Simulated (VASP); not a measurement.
An input for Quantum ESPRESSO's pw.x (written as the equivalent of a VASP run, and not itself run):

```
&CONTROL
  calculation = 'scf'
  pseudo_dir = './pseudo'
  outdir = './out'
  tprnfor = .true.
  tstress = .true.
/
&SYSTEM
  ibrav = 0
  nat = 4
  ntyp = 3
  ecutwfc = 86
  occupations = 'tetrahedra'
  input_dft = 'pz'
/
&ELECTRONS
  conv_thr = 7.3e-09
  electron_maxstep = 100
/
ATOMIC_SPECIES
  Pb 207.200 Pb.upf
  Se 78.971 Se.upf
  S 32.060 S.upf
CELL_PARAMETERS angstrom
     2.1031255    1.2142405    6.8666699
    -2.1031255    1.2142405    6.8666699
     0.0000000   -2.4284800    6.8666699
ATOMIC_POSITIONS crystal
  Pb   0.7531821  0.7531821  0.7531821
  Pb   0.2468179  0.2468179  0.2468179
  Se   0.0000000  0.0000000  0.0000000
  S    0.5000000  0.5000000  0.5000000
K_POINTS automatic
  10 10 10 0 0 0
```

**Question.** Write the VASP files for the same calculation (LDA).

**Answer.** Several could match; the one computed here: 
**POSCAR**
```
Pb2SeS
1
    2.1031255112     1.2142404953     6.8666698714
   -2.1031255112     1.2142404953     6.8666698714
    0.0000000000    -2.4284800330     6.8666698752
Pb Se S
2 1 1
Direct
  0.7531820935   0.7531820935   0.7531820935
  0.2468179065   0.2468179065   0.2468179065
  0.0000000000   0.0000000000   0.0000000000
  0.5000000000   0.5000000000   0.5000000000
```

File KPOINTS:
```
kpoints
0
gamma
10 10 10
0 0 0
```

**INCAR**
```
ALGO = Normal
EDIFF = 1E-7
ENCUT = 400
ISIF = 2
ISMEAR = -5
LASPH = .True.
LCHARG = .True.
LEFG = .True.
LMAXMIX = 4
LORBIT = 11
LREAL = .False.
LWAVE = .False.
NEDOS = 601
NELM = 100
PREC = Accurate
SYSTEM = Pb2SeS
```

POTCAR, in this order: Pb_d Se S (LDA.64 set). Program: vasp_std.

What does not carry over: the potentials are each code's own (VASP's PAW set, PseudoDojo norm-conserving files in pw.x), so ENCUT and ecutwfc are chosen apart and not converted; conv_thr bounds pw.x's estimated SCF error, while EDIFF bounds the energy change between steps; the field gradients of LEFG aren't asked of the other code.

The structure comes from a computed database's Pb2SeS entry (R-3m); how it stands against other phases isn't given here. It was relaxed first, which changed the volume by -6 %.
